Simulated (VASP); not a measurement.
Crystal: Cu.

```
Cu
1.0
     0.00000    1.82500    1.82500
     1.82500    0.00000    1.82500
     1.82500    1.82500    0.00000
Cu
1
Cartesian
  0.0000 0.0000 0.0000
```

- Program: VASP 6.6.1
- Task: relaxation of cell and atoms
- Functional: PBE
- Dispersion: D3(BJ)
- Potentials or basis: VASP PAW PBE potentials, release 64 (Cu)
- Cutoff: 600 eV
- k mesh: 20 × 20 × 20
- Occupations: gaussian, width 0.1 eV
- Spin: no spin polarisation

At the start: pressure -9.1 GPa; volume 12.16 Å³/atom.

How do energy, volume and symmetry change on relaxing?

Over 5 steps the energy falls by 25.5 meV/atom and the volume is 11.36 Å³/atom (-6.6 %); space group Fm-3m (No. 225, to 0.05 Å).

The path:
```csv
step,energy change (eV),largest force (eV/Å),pressure (GPa),volume (Å³)
1,0.0000,0.0000,-9.10,12.16
2,-0.0191,0.0000,5.95,10.98
3,-0.0255,0.0000,0.17,11.34
4,-0.0255,0.0000,-0.09,11.36
5,-0.0255,0.0000,0.03,11.36
```

Final structure:
```
Cu
1.0
     0.00000    1.78407    1.78407
     1.78407    0.00000    1.78407
     1.78407    1.78407    0.00000
Cu
1
Direct
  0.00000 0.00000 0.00000
```

Caveat: pairwise dispersion overbinds metals, which lowers pressure and volume.
